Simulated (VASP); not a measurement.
Given:

```xyz
2
Lattice="0.0000 2.3204 2.3204 2.3204 0.0000 2.3204 2.3204 2.3204 0.0000" Properties=species:S:1:pos:R:3 pbc="T T T"
Hf     0.0000     0.0000     0.0000
C      2.3204     2.3204     2.3204
```

Calculation: TPSS meta-GGA, VASP's PBE PAW potentials (set 64) (plane waves; VASP 6.6.1). Settings: 520 eV cut-off, 14×14×14 Γ-centred mesh, first-order Methfessel-Paxton smearing of 0.10 eV, potentials Hf_pv C.

### Question
The job: HfC (rock salt), 2 atoms, TPSS, static run, 520 eV, 14×14×14 Γ-centred mesh. Roughly how much core time does it take on a busy server core?

### Answer
About 2 core-minutes (one run on a shared machine, a rough figure). It had 104 irreducible k-points, 11 bands, up to 692 plane waves and 25 electronic steps.

The compound is HfC in the rock salt structure. It was relaxed first.
